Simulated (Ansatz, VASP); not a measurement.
**H7C5SNO5 (H7C5SNO5 (P2_1/c)) in two plane-wave programs**

Aim: how closely do two programs agree when they are given the same cell, functional and k mesh? Of the first pair: The structure shown is the start of the Ansatz relaxation below; VASP solves that cell, so the two are compared at the walk's first step.

Method: plane waves, with VASP 6.6.1 beside it; PBE with D3(BJ), in Ansatz 0.2.0.

## (1) The structure

The cell holds 152 atoms: 56 H, 40 C, 8 S, 8 N and 40 O. Its edges and angles: a = 10.234 Å, b = 10.538 Å, c = 13.233 Å, α = 90.0°, β = 97.2°, γ = 90.1°. It derives from H7C5SNO5 (P2_1/c), repeated 1×1×2. As first built, before any earlier steps moved the atoms or strained the cell (in the runner's words): H7C5SNO5, space group P2_1/c, measured structure (Crystallography Open Database), 1 x 1 x 2 conventional cells; every coordinate displaced by a Gaussian of 0.03 A; bonds to H set to neutron lengths (C-H 1.089, N-H 1.015, O-H 0.983, B-H 1.19 A) where the measured ones are shorter.

## (2) Ansatz: relaxation, PBE with D3(BJ)

Ansatz runs on its default PAW (the set named soft_2) files.

The two programs are compared at the cell with which this relaxation starts, whose forces are those of its first step.

File input.yaml:

```yaml
crystal:
  lattice:
    - [10.23346, -0.00714, -0.05274]
    - [-0.00732, 10.53774, -0.00393]
    - [-1.58514, -0.00393, 13.13773]
  atoms:
    - { symbol: H, position: [0.9189, 0.39829, 0.1764] }
    - { symbol: H, position: [0.08172, 0.89681, 0.07327] }
    - { symbol: H, position: [0.08236, 0.60221, 0.32361] }
    - { symbol: H, position: [0.91947, 0.10356, 0.42588] }
    - { symbol: H, position: [0.13261, 0.34887, 0.44732] }
    - { symbol: H, position: [0.86879, 0.84905, 0.30262] }
    - { symbol: H, position: [0.86863, 0.65125, 0.05223] }
    - { symbol: H, position: [0.13343, 0.15125, 0.19748] }
    - { symbol: H, position: [0.39599, 0.26932, 0.14708] }
    - { symbol: H, position: [0.60475, 0.76961, 0.10371] }
    - { symbol: H, position: [0.60539, 0.73088, 0.35286] }
    - { symbol: H, position: [0.39641, 0.23057, 0.39688] }
    - { symbol: H, position: [0.74408, 0.53549, 0.17099] }
    - { symbol: H, position: [0.25631, 0.03439, 0.07861] }
    - { symbol: H, position: [0.25701, 0.46494, 0.32886] }
    - { symbol: H, position: [0.74493, 0.96589, 0.42042] }
    - { symbol: H, position: [0.51875, 0.45234, 0.15425] }
    - { symbol: H, position: [0.48173, 0.95219, 0.09575] }
    - { symbol: H, position: [0.48244, 0.54788, 0.34559] }
    - { symbol: H, position: [0.51953, 0.048, 0.40381] }
    - { symbol: H, position: [0.68169, 0.08155, 0.16036] }
    - { symbol: H, position: [0.31919, 0.58079, 0.09042] }
    - { symbol: H, position: [0.31986, 0.91879, 0.33975] }
    - { symbol: H, position: [0.68186, 0.41948, 0.40976] }
    - { symbol: H, position: [0.9007, 0.18061, 0.17322] }
    - { symbol: H, position: [0.10011, 0.6789, 0.07694] }
    - { symbol: H, position: [0.10078, 0.82, 0.32688] }
    - { symbol: H, position: [0.90097, 0.32151, 0.42274] }
    - { symbol: C, position: [0.72372, 0.43655, 0.16709] }
    - { symbol: C, position: [0.27681, 0.93557, 0.0828] }
    - { symbol: C, position: [0.27749, 0.56385, 0.33284] }
    - { symbol: C, position: [0.72443, 0.06472, 0.41647] }
    - { symbol: C, position: [0.60038, 0.38923, 0.1588] }
    - { symbol: C, position: [0.40021, 0.88873, 0.09132] }
    - { symbol: C, position: [0.40088, 0.61106, 0.34112] }
    - { symbol: C, position: [0.60101, 0.1115, 0.40825] }
    - { symbol: C, position: [0.58244, 0.25911, 0.15655] }
    - { symbol: C, position: [0.41829, 0.75869, 0.09395] }
    - { symbol: C, position: [0.41894, 0.74117, 0.34346] }
    - { symbol: C, position: [0.58287, 0.24153, 0.40599] }
    - { symbol: C, position: [0.69228, 0.18207, 0.16249] }
    - { symbol: C, position: [0.30851, 0.68125, 0.08809] }
    - { symbol: C, position: [0.30916, 0.8183, 0.33761] }
    - { symbol: C, position: [0.6926, 0.31903, 0.41182] }
    - { symbol: C, position: [0.81277, 0.23507, 0.17006] }
    - { symbol: C, position: [0.18794, 0.73378, 0.08022] }
    - { symbol: C, position: [0.18861, 0.76542, 0.33002] }
    - { symbol: C, position: [0.81319, 0.26658, 0.41941] }
    - { symbol: S, position: [0.15417, 0.36718, 0.11055] }
    - { symbol: S, position: [0.84681, 0.86734, 0.13983] }
    - { symbol: S, position: [0.84713, 0.6329, 0.38929] }
    - { symbol: S, position: [0.15481, 0.13286, 0.36028] }
    - { symbol: "N", position: [0.82662, 0.36016, 0.17242] }
    - { symbol: "N", position: [0.17398, 0.85881, 0.07752] }
    - { symbol: "N", position: [0.17467, 0.64034, 0.32758] }
    - { symbol: "N", position: [0.82722, 0.14153, 0.42183] }
    - { symbol: O, position: [0.29198, 0.37406, 0.15228] }
    - { symbol: O, position: [0.70877, 0.87486, 0.0989] }
    - { symbol: O, position: [0.70935, 0.62606, 0.3475] }
    - { symbol: O, position: [0.29238, 0.12576, 0.40257] }
    - { symbol: O, position: [0.14429, 0.41766, 0.99978] }
    - { symbol: O, position: [0.85838, 0.91823, 0.25059] }
    - { symbol: O, position: [0.85703, 0.58209, 0.49999] }
    - { symbol: O, position: [0.14562, 0.08217, 0.24956] }
    - { symbol: O, position: [0.07569, 0.45244, 0.16211] }
    - { symbol: O, position: [0.92547, 0.95194, 0.08769] }
    - { symbol: O, position: [0.92573, 0.5478, 0.33769] }
    - { symbol: O, position: [0.07548, 0.04797, 0.41157] }
    - { symbol: O, position: [0.10538, 0.23754, 0.10341] }
    - { symbol: O, position: [0.89442, 0.73747, 0.14678] }
    - { symbol: O, position: [0.89588, 0.76253, 0.39668] }
    - { symbol: O, position: [0.10667, 0.26256, 0.3529] }
    - { symbol: O, position: [0.46746, 0.20509, 0.14906] }
    - { symbol: O, position: [0.53333, 0.70511, 0.10163] }
    - { symbol: O, position: [0.53393, 0.79512, 0.35092] }
    - { symbol: O, position: [0.46783, 0.29507, 0.39864] }
    - { symbol: H, position: [0.91826, 0.39759, 0.6767] }
    - { symbol: H, position: [0.08122, 0.89697, 0.57393] }
    - { symbol: H, position: [0.08236, 0.6016, 0.82311] }
    - { symbol: H, position: [0.91889, 0.10281, 0.92641] }
    - { symbol: H, position: [0.13327, 0.34844, 0.94766] }
    - { symbol: H, position: [0.86722, 0.8486, 0.802] }
    - { symbol: H, position: [0.86726, 0.65127, 0.55215] }
    - { symbol: H, position: [0.13193, 0.15115, 0.69719] }
    - { symbol: H, position: [0.39512, 0.26932, 0.64655] }
    - { symbol: H, position: [0.60408, 0.76946, 0.60262] }
    - { symbol: H, position: [0.6053, 0.73064, 0.85356] }
    - { symbol: H, position: [0.39596, 0.23043, 0.89642] }
    - { symbol: H, position: [0.74372, 0.53497, 0.6711] }
    - { symbol: H, position: [0.25595, 0.03449, 0.57902] }
    - { symbol: H, position: [0.25713, 0.46448, 0.82857] }
    - { symbol: H, position: [0.74417, 0.96536, 0.92101] }
    - { symbol: H, position: [0.51821, 0.45221, 0.65412] }
    - { symbol: H, position: [0.48124, 0.9521, 0.59553] }
    - { symbol: H, position: [0.48251, 0.54761, 0.84573] }
    - { symbol: H, position: [0.51885, 0.04773, 0.90412] }
    - { symbol: H, position: [0.68054, 0.08118, 0.66028] }
    - { symbol: H, position: [0.31847, 0.58082, 0.5903] }
    - { symbol: H, position: [0.31956, 0.91839, 0.84] }
    - { symbol: H, position: [0.6817, 0.41903, 0.90953] }
    - { symbol: H, position: [0.89972, 0.17981, 0.67346] }
    - { symbol: H, position: [0.09948, 0.67913, 0.57741] }
    - { symbol: H, position: [0.10052, 0.81932, 0.82676] }
    - { symbol: H, position: [0.90067, 0.32069, 0.92282] }
    - { symbol: C, position: [0.72316, 0.43608, 0.66717] }
    - { symbol: C, position: [0.27634, 0.93565, 0.58312] }
    - { symbol: C, position: [0.27753, 0.5634, 0.83267] }
    - { symbol: C, position: [0.72376, 0.0642, 0.91687] }
    - { symbol: C, position: [0.59973, 0.38896, 0.65873] }
    - { symbol: C, position: [0.39969, 0.88871, 0.59128] }
    - { symbol: C, position: [0.40089, 0.61072, 0.84116] }
    - { symbol: C, position: [0.6004, 0.11114, 0.90851] }
    - { symbol: C, position: [0.58158, 0.25887, 0.65637] }
    - { symbol: C, position: [0.41768, 0.75866, 0.59376] }
    - { symbol: C, position: [0.41882, 0.74083, 0.84362] }
    - { symbol: C, position: [0.58243, 0.24119, 0.90601] }
    - { symbol: C, position: [0.69131, 0.18166, 0.66241] }
    - { symbol: C, position: [0.30786, 0.68129, 0.5881] }
    - { symbol: C, position: [0.30896, 0.81788, 0.83771] }
    - { symbol: C, position: [0.69227, 0.31855, 0.91178] }
    - { symbol: C, position: [0.81191, 0.23446, 0.67018] }
    - { symbol: C, position: [0.18735, 0.73391, 0.58056] }
    - { symbol: C, position: [0.18846, 0.76488, 0.82993] }
    - { symbol: C, position: [0.81279, 0.26592, 0.91954] }
    - { symbol: S, position: [0.15318, 0.36725, 0.61016] }
    - { symbol: S, position: [0.8456, 0.8672, 0.63919] }
    - { symbol: S, position: [0.84758, 0.63262, 0.88939] }
    - { symbol: S, position: [0.15376, 0.13251, 0.86001] }
    - { symbol: "N", position: [0.82594, 0.35953, 0.67259] }
    - { symbol: "N", position: [0.17347, 0.85896, 0.57797] }
    - { symbol: "N", position: [0.17463, 0.63979, 0.82732] }
    - { symbol: "N", position: [0.82666, 0.14087, 0.92219] }
    - { symbol: O, position: [0.29124, 0.37437, 0.65117] }
    - { symbol: O, position: [0.70816, 0.87426, 0.59653] }
    - { symbol: O, position: [0.7093, 0.62552, 0.84901] }
    - { symbol: O, position: [0.29176, 0.12527, 0.90107] }
    - { symbol: O, position: [0.14193, 0.41808, 0.49945] }
    - { symbol: O, position: [0.85416, 0.91766, 0.74998] }
    - { symbol: O, position: [0.85982, 0.58194, 0.0002] }
    - { symbol: O, position: [0.14251, 0.08192, 0.74919] }
    - { symbol: O, position: [0.07496, 0.45215, 0.66227] }
    - { symbol: O, position: [0.92514, 0.95227, 0.58824] }
    - { symbol: O, position: [0.92532, 0.54753, 0.83704] }
    - { symbol: O, position: [0.0752, 0.04756, 0.91192] }
    - { symbol: O, position: [0.10475, 0.2375, 0.60311] }
    - { symbol: O, position: [0.8938, 0.73752, 0.64659] }
    - { symbol: O, position: [0.89605, 0.76236, 0.89611] }
    - { symbol: O, position: [0.10576, 0.26229, 0.85323] }
    - { symbol: O, position: [0.46653, 0.205, 0.64877] }
    - { symbol: O, position: [0.53267, 0.70501, 0.6011] }
    - { symbol: O, position: [0.5338, 0.79486, 0.85136] }
    - { symbol: O, position: [0.46743, 0.29486, 0.89848] }
kpoints:
  mp_grid: { grid: [1, 1, 1] }
hamiltonian:
  xc: pbe
  dispersion: d3bj
scf:
  occupations: { method: fixed }
output:
  forces: true
  eigenvalues: true
  stress: true
relax:
  f_tol: 0.05
  max_steps: 70
```

On the command line:

```sh
ansatz run input.yaml --threads 4 --pin off --max-ram 8192MiB --backend cpu --events-out ev --progress --plain --runs-dir out
```

Numbers of over 12 decimals in the logs are rounded to 6 here.

What it wrote:

```text
Warning: output.stress: scf.convergence.dr2_threshold = 1e-7 eV (the SCF's general default) is looser than the 1.08e-8 eV advised for a printed stress (1e-10 eV for each atom of the cell: 152, of which 108 are counted). What an SCF threshold leaves in a stress goes as its square root, and in the free energy as the threshold itself, and one threshold admits the most on a small cell: [figures from the program's tests c [...]
Engine: ansatz 0.2.0, x86_64-unknown-linux-gnu
Pseudopotentials: kind: paw
Pseudopotential: H, paw, valence charge 1, recommended cutoff 420 eV (normal), H.paw.azcp
Pseudopotential: C, paw, valence charge 4, recommended cutoff 420 eV (normal), C.paw.azcp
Pseudopotential: S, paw, valence charge 6, recommended cutoff 420 eV (normal), S.paw.azcp
Pseudopotential: N, paw, valence charge 5, recommended cutoff 420 eV (normal), N.paw.azcp
Pseudopotential: O, paw, valence charge 6, recommended cutoff 420 eV (normal), O.paw.azcp
Functional definition: PBE
  parameter kappa = 0.804
  parameter beta = 0.066725
  exchange = pbe_x(kappa = kappa, mu = beta*pi^2/3)
  correlation = pbe_c(beta = beta)
Crystal: 152 atoms, lattice volume = 1415.859 Å³
Basis set: ecut = 420 eV, 27689 PW (Γ), exchange–correlation on 144×144×180 points (8 copies of the dense FFT grid, shifted against one another)
Bands: 424, of which v1, the nominal top of the filled ones, is band 272 counted from 1 (271 counted from 0)
Symmetry: 1 space group operations
Space group: P1 (ITA 1), of the structure as read, at distance tolerance 1.1e-4 Å
k-points: 1
Non-local potential: H, projectors of the file, l = 0: 2, l = 1: 1
Non-local potential: C, projectors of the file, l = 0: 2, l = 1: 2, l = 2: 1
Non-local potential: S, projectors of the file, l = 0: 2, l = 1: 2, l = 2: 2
Non-local potential: N, projectors of the file, l = 0: 2, l = 1: 2, l = 2: 1
Non-local potential: O, projectors of the file, l = 0: 2, l = 1: 2, l = 2: 1
PAW form: soft (Blöchl's): semilocal exchange-correlation on the pseudo side does not see the compensation charge
PAW one-centre angular grid: H, 110 points (default); XC on 64 Gauss nodes
PAW one-centre angular grid: C, 110 points (default); XC on 64 Gauss nodes
PAW one-centre angular grid: S, 110 points (default); XC on 64 Gauss nodes
PAW one-centre angular grid: N, 110 points (default); XC on 64 Gauss nodes
PAW one-centre angular grid: O, 110 points (default); XC on 64 Gauss nodes
Initial density: superposition of atomic densities (neutral atoms: chi_scale 0, normalization atom), corrected by the library's trained network
Initial wavefunctions: pseudopotential atomic-orbital guess
Functional: x = pbe(κ = 0.804, μ = 0.219515), c = pbe(β = 0.066725)
SCF iter   1: F=—  HF=-43911.266313 eV  |F-HF|=—  |Δ(HF+E_count)|=         —  Δρ=4.42e-3  dr2=2.41e-1  ethr=1.77e-3  ⟨swp⟩=4.0  Hψ=1619  notcnv=0  defer=148
preconditioner: auto → Resta (q_TF=auto, 2.326 Å⁻¹)  ε∞=2.7  [insulator: Δε(μ)=4.123 eV  Ē_g=17.442 eV  n_scr=304 (ndim 8)  ℏωp=23.0 eV  f_vac=0.128  ε∞_Penn≈2.7]
SCF iter   2: F=—  HF=-43911.154679 eV  |F-HF|=—  |Δ(HF+E_count)|=   1.12e-1  Δρ=2.05e-3  dr2=3.57e-2  ethr=4.44e-5  ⟨swp⟩=2.0  Hψ=651  notcnv=0  defer=150
SCF iter   3: F=—  HF=-43911.182759 eV  |F-HF|=—  |Δ(HF+E_count)|=   2.81e-2  Δρ=9.30e-4  dr2=9.11e-3  ethr=6.57e-6  ⟨swp⟩=2.0  Hψ=480  notcnv=0  defer=150
SCF iter   4: F=—  HF=-43911.188962 eV  |F-HF|=—  |Δ(HF+E_count)|=   6.20e-3  Δρ=2.34e-4  dr2=7.20e-4  ethr=1.67e-6  ⟨swp⟩=2.0  Hψ=544  notcnv=0  defer=150
SCF iter   5: F=—  HF=-43911.189108 eV  |F-HF|=—  |Δ(HF+E_count)|=   1.46e-4  Δρ=8.85e-5  dr2=1.06e-4  ethr=1.32e-7  ⟨swp⟩=2.0  Hψ=542  notcnv=0  defer=150
SCF iter   6: F=-43911.189173 eV  HF=-43911.189173 eV  |F-HF|=3.86e-8  |Δ(HF+E_count)|=   6.51e-5  Δρ=3.69e-5  dr2=1.70e-5  ethr=1.15e-8  ⟨swp⟩=17.0  Hψ=3140  notcnv=0
SCF 1 converged in 6 iterations: F = -43911.189173 eV  dr2 = 1.70e-5
[...]
- { symbol: C, position: [0.807950, 0.229645, 0.177160] }
    - { symbol: C, position: [0.192740, 0.728861, 0.072786] }
    - { symbol: C, position: [0.193162, 0.770544, 0.322682] }
    - { symbol: C, position: [0.808184, 0.271228, 0.426865] }
    - { symbol: S, position: [0.145877, 0.366677, 0.108528] }
    - { symbol: S, position: [0.855008, 0.867017, 0.141487] }
    - { symbol: S, position: [0.855240, 0.633323, 0.391216] }
    - { symbol: S, position: [0.146103, 0.133128, 0.358474] }
    - { symbol: N, position: [0.819251, 0.357471, 0.178121] }
    - { symbol: N, position: [0.181444, 0.856663, 0.071603] }
    - { symbol: N, position: [0.181820, 0.642721, 0.321696] }
    - { symbol: N, position: [0.819460, 0.143424, 0.427949] }
    - { symbol: O, position: [0.282978, 0.365823, 0.159529] }
    - { symbol: O, position: [0.717986, 0.866100, 0.090314] }
    - { symbol: O, position: [0.718106, 0.634271, 0.340290] }
    - { symbol: O, position: [0.282948, 0.134134, 0.410002] }
    - { symbol: O, position: [0.152059, 0.417557, 0.996808] }
    - { symbol: O, position: [0.848602, 0.917859, 0.253214] }
    - { symbol: O, position: [0.849212, 0.582207, 0.502888] }
    - { symbol: O, position: [0.153149, 0.082394, 0.246788] }
    - { symbol: O, position: [0.065610, 0.458122, 0.156495] }
    - { symbol: O, position: [0.935721, 0.958382, 0.093700] }
    - { symbol: O, position: [0.935455, 0.541982, 0.343096] }
    - { symbol: O, position: [0.065226, 0.041670, 0.406005] }
    - { symbol: O, position: [0.088831, 0.237140, 0.097618] }
    - { symbol: O, position: [0.911694, 0.737500, 0.152355] }
    - { symbol: O, position: [0.912309, 0.762840, 0.402254] }
    - { symbol: O, position: [0.089309, 0.262595, 0.347479] }
    - { symbol: O, position: [0.456517, 0.192072, 0.153614] }
    - { symbol: O, position: [0.544186, 0.692227, 0.096603] }
    - { symbol: O, position: [0.544605, 0.808023, 0.346287] }
    - { symbol: O, position: [0.456759, 0.307902, 0.403388] }
    - { symbol: H, position: [0.911937, 0.398140, 0.682073] }
    - { symbol: H, position: [0.088340, 0.897494, 0.568333] }
    - { symbol: H, position: [0.088633, 0.601653, 0.817880] }
    - { symbol: H, position: [0.912236, 0.102414, 0.931821] }
    - { symbol: H, position: [0.127248, 0.350162, 0.942102] }
    - { symbol: H, position: [0.873121, 0.850200, 0.807705] }
    - { symbol: H, position: [0.873554, 0.649656, 0.557635] }
    - { symbol: H, position: [0.127058, 0.149603, 0.691944] }
    - { symbol: H, position: [0.382927, 0.257507, 0.651281] }
    - { symbol: H, position: [0.617025, 0.757529, 0.597887] }
    - { symbol: H, position: [0.617588, 0.742434, 0.848543] }
    - { symbol: H, position: [0.383509, 0.242396, 0.901557] }
    - { symbol: H, position: [0.730521, 0.534635, 0.673241] }
    - { symbol: H, position: [0.269969, 0.034166, 0.576687] }
    - { symbol: H, position: [0.270114, 0.465218, 0.826558] }
    - { symbol: H, position: [0.730614, 0.965765, 0.923411] }
    - { symbol: H, position: [0.502914, 0.445399, 0.655924] }
    - { symbol: H, position: [0.497349, 0.945238, 0.593652] }
    - { symbol: H, position: [0.497662, 0.554527, 0.843826] }
    - { symbol: H, position: [0.503215, 0.054694, 0.906186] }
    - { symbol: H, position: [0.676811, 0.070568, 0.668986] }
    - { symbol: H, position: [0.322903, 0.570190, 0.581296] }
    - { symbol: H, position: [0.323635, 0.929313, 0.830952] }
    - { symbol: H, position: [0.677676, 0.429760, 0.918514] }
    - { symbol: H, position: [0.898194, 0.175509, 0.681660] }
    - { symbol: H, position: [0.101703, 0.674832, 0.568867] }
    - { symbol: H, position: [0.102291, 0.824253, 0.818315] }
    - { symbol: H, position: [0.898873, 0.325094, 0.931172] }
    - { symbol: C, position: [0.712362, 0.433307, 0.670711] }
    - { symbol: C, position: [0.287914, 0.932871, 0.579308] }
    - { symbol: C, position: [0.288220, 0.566549, 0.829123] }
    - { symbol: C, position: [0.712661, 0.067060, 0.920735] }
    - { symbol: C, position: [0.587554, 0.382686, 0.661981] }
    - { symbol: C, position: [0.412627, 0.882406, 0.587840] }
    - { symbol: C, position: [0.413007, 0.617215, 0.837807] }
    - { symbol: C, position: [0.587942, 0.117524, 0.912066] }
    - { symbol: C, position: [0.572179, 0.249612, 0.661204] }
    - { symbol: C, position: [0.427793, 0.749360, 0.588711] }
    - { symbol: C, position: [0.428336, 0.750291, 0.838628] }
    - { symbol: C, position: [0.572766, 0.250570, 0.911103] }
    - { symbol: C, position: [0.685702, 0.173227, 0.669103] }
    - { symbol: C, position: [0.314156, 0.672836, 0.581108] }
    - { symbol: C, position: [0.314787, 0.826644, 0.830783] }
    - { symbol: C, position: [0.686408, 0.327101, 0.918779] }
    - { symbol: C, position: [0.807508, 0.229519, 0.677279] }
    - { symbol: C, position: [0.192450, 0.728966, 0.573098] }
    - { symbol: C, position: [0.193007, 0.770302, 0.822650] }
    - { symbol: C, position: [0.808120, 0.270964, 0.926902] }
    - { symbol: S, position: [0.145304, 0.366915, 0.608436] }
    - { symbol: S, position: [0.854361, 0.866728, 0.641354] }
    - { symbol: S, position: [0.855267, 0.633007, 0.891414] }
    - { symbol: S, position: [0.145891, 0.133035, 0.858304] }
    - { symbol: N, position: [0.818913, 0.357337, 0.678328] }
    - { symbol: N, position: [0.181248, 0.856775, 0.571958] }
    - { symbol: N, position: [0.181648, 0.642479, 0.821588] }
    - { symbol: N, position: [0.819329, 0.143154, 0.928123] }
    - { symbol: O, position: [0.282575, 0.366069, 0.659088] }
    - { symbol: O, position: [0.717768, 0.865766, 0.589325] }
    - { symbol: O, position: [0.717971, 0.633797, 0.840820] }
    - { symbol: O, position: [0.282746, 0.134003, 0.909812] }
[...]
- { symbol: O, position: [0.088331, 0.237347, 0.597572] }
    - { symbol: O, position: [0.911235, 0.737289, 0.652302] }
    - { symbol: O, position: [0.912252, 0.762585, 0.902145] }
    - { symbol: O, position: [0.089071, 0.262507, 0.847501] }
    - { symbol: O, position: [0.456038, 0.192195, 0.653454] }
    - { symbol: O, position: [0.543845, 0.692110, 0.596226] }
    - { symbol: O, position: [0.544470, 0.807731, 0.846383] }
    - { symbol: O, position: [0.456699, 0.307808, 0.903416] }
```

In the SCF lines HF is the Harris–Foulkes energy and dr2 the Hartree energy of the density residual, in eV; the loop may stop once dr2 is under the threshold and the program's other checks hold. Hψ counts applications of the Hamiltonian.

(Part 1 of 2 ends here.)

[Lines on the potential files, build, host, timing and source positions are cut from VASP's logs without a mark.]

[Logs are printed without paths, hosts, clocks, repeated set-up lines and the standing remarks that a program may print on its own settings, such as how far it seeks lower states.]

[Hosts, paths, dates, database ids (printed as entryN), source tags and the programs' standing remarks are cut or masked in the printed files.]
